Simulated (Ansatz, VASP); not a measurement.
## One calculation of CuSnSb, two programs

The input INCAR:

```
PREC     = Accurate       # precision mode
ENCUT    = 520            # plane-wave cutoff, eV
EDIFF    = 1E-6           # SCF threshold, eV
ISMEAR   = 0              # smearing method
SIGMA    = 0.1            # smearing width, eV
LREAL    = F              # projectors in reciprocal space
LASPH    = T              # aspherical terms in the spheres
NELM     = 100            # most SCF steps
ALGO     = Fast           # electronic algorithm
ISIF     = 2              # what is computed and relaxed
LWAVE    = F              # write WAVECAR
LCHARG   = T              # write CHGCAR
GGA      = PE             # functional
LELF     = T              # ELF
LVHAR    = T            
NBANDS   = 39             # bands
```

File KPOINTS:

```
regular mesh
0
Gamma
  4 4 4
```

POSCAR

```
CuSnSb
1.0
    4.1069077244      0.0000000000      0.0000000000
    0.0000000000      4.1069077244      0.0000000000
    0.0000000000      0.0000000000      7.2276455067
Cu Sn Sb
2 2 2
Direct
    0.5000000000      0.0000000000      0.2055000000
    0.0000000000      0.5000000000      0.7945000000
    0.5000000000      0.0000000000      0.6485000000
    0.0000000000      0.5000000000      0.3515000000
    0.0000000000      0.0000000000      0.0000000000
    0.5000000000      0.5000000000      0.0000000000
```

Input for Ansatz:

```yaml
crystal:
  lattice:
    - [4.1069077244, 0.0, 0.0]
    - [0.0, 4.1069077244, 0.0]
    - [0.0, 0.0, 7.2276455067]
  atoms:
    - { symbol: Cu, position: [0.5, 0.0, 0.2055] }
    - { symbol: Cu, position: [0.0, 0.5, 0.7945] }
    - { symbol: Sn, position: [0.5, 0.0, 0.6485] }
    - { symbol: Sn, position: [0.0, 0.5, 0.3515] }
    - { symbol: Sb, position: [0.0, 0.0, 0.0] }
    - { symbol: Sb, position: [0.5, 0.5, 0.0] }
basis:
  ecutwfc: 420
kpoints:
  mp_grid: { grid: [4, 4, 4] }
hamiltonian:
  xc: pbe
scf:
  occupations: { method: gaussian, width: 0.1 }
  lower_state_search: "off"
output:
  forces: true
  stress: true
  eigenvalues: true
```

Alike in both runs: task single point; functional PBE; k mesh 4 × 4 × 4; occupations gaussian, width 0.1 eV; no spin polarisation.

```csv
,VASP,Ansatz
version,VASP 6.6.1,Ansatz 0.2.0
potentials or method,"VASP PAW PBE potentials, release 64 (Cu, Sn_d, Sb)","scalar-relativistic, plane waves, PAW"
plane-wave cutoff (eV),520,420
valence electrons in the cell,60,96
```

VASP gave:

- gap on the k mesh at the Fermi level (eV): none
- pressure (GPa): 17.9
- largest component of the traceless stress (GPa): 4.74
- rms of the force components (eV/Å): 0.983

**Question.** Which values does Ansatz return?

**Answer.** gap on the k mesh at the Fermi level (eV): none; pressure (GPa): 17.6; largest component of the traceless stress (GPa): 4.74; rms of the force components (eV/Å): 0.976.

Atom by atom the forces differ by 0.007 eV/Å (rms over components). A gap of «none» marks a metal or a gap that the smearing closes. The two sets of potentials don't hold the same shells in valence.

Caveats: the k mesh is coarse (spacing up to 0.38 Å⁻¹), so the values aren't converged; so large a pressure means that the cell lies far from this level's equilibrium, or that cutoff or potentials fall short (VASP); forces of over 1 eV/Å show positions far from the minimum, so gaps and moduli don't describe the material at rest. Spin-orbit coupling is left out, which matters for the levels of Sb.
